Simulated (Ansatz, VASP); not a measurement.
# Ba: VASP beside Ansatz, part 2 of 2

Aim: how closely do two programs agree when they are given the same cell, functional and k mesh? Of the first pair: The structure shown is the end of the Ansatz relaxation below.

VASP 6.6.1 and Ansatz 0.2.0.

So far: The structure; Ansatz: relaxation, PBEsol with D3(BJ); VASP: single point, PBEsol with D3(BJ), pair 1; Comparison; VASP: relaxation of cell and atoms, PBEsol with D3(BJ).

### 6. Ansatz: relaxation of cell and atoms, PBEsol with D3(BJ)

Level of this step: Ansatz beside VASP: Kohn-Sham DFT, plane waves, PBEsol with D3(BJ) (Ansatz).

The same cell, functional, mesh and smearing now go to Ansatz, which takes its cutoff from its data sets.

The cell is taken from a series of runs on this material, whose earlier steps may have relaxed, scaled, displaced or heated it; both programs get it as it stands.

input.yaml reads:

```yaml
crystal:
  lattice:
    - [-2.3671959625, 2.3671959625, 2.3671959625]
    - [2.3671959625, -2.3671959625, 2.3671959625]
    - [2.3671959625, 2.3671959625, -2.3671959625]
  atoms:
    - { symbol: Ba, position: [0.0, 0.0, 0.0] }
kpoints:
  mp_grid: { grid: [12, 12, 12] }
hamiltonian:
  xc: pbesol
  dispersion: d3bj
scf:
  occupations: { method: methfessel_paxton, width: 0.15 }
output:
  forces: true
  stress: true
  eigenvalues: true
relax:
  adjacent_minimum: "off"
  f_tol: 0.001
  max_steps: 60
  cell: { stress_tol: 0.01 }
```

Launch:

```
ansatz run input.yaml --threads 4 --pin off --max-ram 7168MiB --backend cpu --events-out ev --progress --plain --runs-dir out
```

Numbers of over 12 decimals in the logs are rounded to 6 here.

What it wrote:

```text
[...]
Crystal: 1 atoms, lattice volume = 53.059 Å³
Basis set: ecut = 420 eV, 1055 PW (Γ), exchange–correlation on 60×60×60 points (8 copies of the dense FFT grid, shifted against one another)
Bands: 9, of which v1, the nominal top of the filled ones, is band 5 counted from 1 (4 counted from 0)
Symmetry: 48 space group operations
[...]
k-points: 72 of 1728
[...]
0.000000       0.000000      -0.000203
  P = ⅓ Tr σ = -0.0002 GPa (-0.002 kbar)
--- Band table (eV; the first three rows and the last of 72) ---
[...]
--- Relaxed structure (3 steps of the walk, 3 accepted, 1 SCFs on fresh bases) ---
[...]
cell:  # Å, volume = 52.8114 Å³
    - [-2.363502, 2.363502, 2.363502]
    - [2.363502, -2.363502, 2.363502]
    - [2.363502, 2.363502, -2.363502]
  atoms:
    - { symbol: Ba, position: [0.0, 0.0, 0.0] }
[key lines of the parts left out:]
SCF converged after 5 iterations
Free energy (F): -5862.897798 eV
Fermi energy:    7.134100 eV
```

### 7. Side by side

What differs besides the data sets and the points named for the pairs above, as far as they apply: Ansatz adds a Pulay correction to the stress that steers its cell, VASP none. Total energies have different zeros and are not compared.

The two programs side by side:

```tsv
quantity	Ansatz	VASP	difference
volume (Å³)	52.81	53.52	-1.33 %
edge a after relaxation, in the typed setting (Å)	4.094	4.112	-0.45 %
```

### 8. Ansatz: relaxation, PBEsol with D3(BJ)

This run makes the geometry at which the two programs are then compared.

The structure compared here is the end of the Ansatz relaxation.

input.yaml, the sections that differ from step 6:

```yaml
crystal:
  lattice:
    - [3.9435427845, 0.0, 0.0]
    - [-1.9717713923, 3.4152082323, 0.0]
    - [0.0, 0.0, 3.6472451353]
  atoms:
    - { symbol: Ba, position: [0.0, 0.0, 0.0] }
relax:
  adjacent_minimum: "off"
  f_tol: 0.001
  max_steps: 60
  cell: { stress_tol: 0.01, fix: [volume] }
# kpoints, hamiltonian, scf, output: as in step 6
```

What it wrote:

```text
[...]
Crystal: 1 atoms, lattice volume = 49.121 Å³
Basis set: ecut = 420 eV, 961 PW (Γ), exchange–correlation on 54×54×50 points (8 copies of the dense FFT grid, shifted against one another)
Bands: 9, of which v1, the nominal top of the filled ones, is band 5 counted from 1 (4 counted from 0)
Symmetry: 24 space group operations
[...]
k-points: 133 of 1728
[...]
0.000000      -0.000000       0.255050
  P = ⅓ Tr σ = 0.2621 GPa (2.621 kbar)
--- Band table (eV; the first three rows and the last of 133) ---
[...]
--- Relaxed structure (2 steps of the walk, 2 accepted, 1 SCFs on fresh bases) ---
[...]
cell:  # Å, volume = 49.1212 Å³
    - [3.943807, 2.8869352996668408e-11, 0]
    - [-1.971903, 3.415437, 0]
    - [0.0, 0, 3.646757]
  atoms:
    - { symbol: Ba, position: [0.0, 0.0, 0.0] }
[key lines of the parts left out:]
SCF converged after 6 iterations
Free energy (F): -5862.735633 eV
Fermi energy:    7.865343 eV
```

### 9. VASP: single point, PBEsol with D3(BJ), pair 3

The same cell, functional, mesh and smearing now go to VASP, with its own data sets.

INCAR reads:

```
SYSTEM = Ba
PREC = Accurate
ENCUT = 500
EDIFF = 1E-06
NELM = 120
ISMEAR = 1
SIGMA = 0.15
LREAL = .FALSE.
ALGO = Normal
GGA = PS
IVDW = 12
NBANDS = 11
LORBIT = 11
LWAVE = .FALSE.
LCHARG = .FALSE.
ISIF = 2
LASPH = .TRUE.
GGA_COMPAT = .FALSE.
KPAR = 2
```

POSCAR reads:

```
Ba
1.0
    3.9438069199      0.0000000000      0.0000000000
   -1.9719034600      3.4154369803      0.0000000000
    0.0000000000      0.0000000000      3.6467566051
Ba
1
Direct
    0.0000000000      0.0000000000      0.0000000000
```

KPOINTS reads:

```
Automatic mesh
0
Gamma
12 12 12
0 0 0
```

PAW data sets: Ba_sv (PBE family, release 64).

Launch:

```
mpirun -np 2 vasp_std
```

What it wrote:

```text
[... set-up lines as in an earlier step ...]
 entering main loop
       N       E                     dE             d eps       ncg     rms          rms(c)
DAV:   1     0.509229424106E+02    0.50923E+02   -0.43915E+03  2926   0.749E+02
DAV:   2     0.218192007157E+00   -0.50705E+02   -0.49249E+02  3578   0.139E+02
DAV:   3    -0.190385190463E+01   -0.21220E+01   -0.21058E+01  3689   0.289E+01
DAV:   4    -0.195373224383E+01   -0.49880E-01   -0.49808E-01  3675   0.418E+00
[...]
DAV:   9    -0.193560412209E+01   -0.10410E-05   -0.63137E-06  3747   0.158E-02    0.661E-03
DAV:  10    -0.193560275792E+01    0.13642E-05   -0.26365E-06  3511   0.925E-03    0.143E-03
DAV:  11    -0.193560261853E+01    0.13939E-06   -0.25209E-08  1910   0.126E-03
   1 F= -.22603785E+01 E0= -.22610201E+01  d E =0.192471E-02
```

Parts of OUTCAR (step 9):

```text
 Edisp (eV)   -0.32478

  Total       0.15291     0.15291     0.21046    -0.00000    -0.00000     0.00000
  in kB       4.98749     4.98749     6.86450    -0.00000    -0.00000     0.00000
  external pressure =        5.61 kB  Pullay stress =        0.00 kB

 POSITION                                       TOTAL-FORCE (eV/Angst)
 -----------------------------------------------------------------------------------
      0.00000      0.00000      0.00000        -0.000000      0.000000      0.000000
 -----------------------------------------------------------------------------------
    total drift:                                0.000000      0.000000     -0.000000

  FREE ENERGIE OF THE ION-ELECTRON SYSTEM (eV)
  ---------------------------------------------------
  free  energy   TOTEN  =        -2.2603785131 eV

  energy  without entropy=       -2.2623032278  energy(sigma->0) =       -2.26102008

[... 1 part as in an earlier step ...]

[... 2 further parts left out ...]
[key lines of the parts left out:]
E-fermi :   2.5072
```

The run ends at a pressure of 0.56 GPa.

### 10. Comparison

Both answers:

```tsv
quantity	Ansatz	VASP	difference
pressure (GPa)	0.26	0.56	-0.30
```

### 11. Summary of results

```json
{"difference in pressure (single point, PBEsol with D3(BJ), pair 1)": "-0.22 GPa", "difference in volume (relaxation of cell and atoms, PBEsol with D3(BJ))": "-1.3 %", "difference in pressure (single point, PBEsol with D3(BJ), pair 3)": "-0.30 GPa"}
```

What this shows: The difference in volume is -1.3 % (relaxation of cell and atoms, PBEsol with D3(BJ)), beyond the 1.2 % picked in this series as the mark of a large difference, as far as the stopping tolerances let one tell. What causes the difference of the relaxation of cell and atoms, PBEsol with D3(BJ) pair stays open here. 2 further runs of this series are not shown here. Such differences can come from data sets, numerical settings and the points named under the comparisons, not from the functional's error against experiment.

[Lines on the potential files, build, host, timing and source positions are cut from VASP's logs without a mark.]

[Logs are printed without paths, hosts, clocks, repeated set-up lines and the standing remarks that a program may print on its own settings, such as how far it seeks lower states.]

[Hosts, paths, dates, database ids (printed as entryN), source tags and the programs' standing remarks are cut or masked in the printed files.]
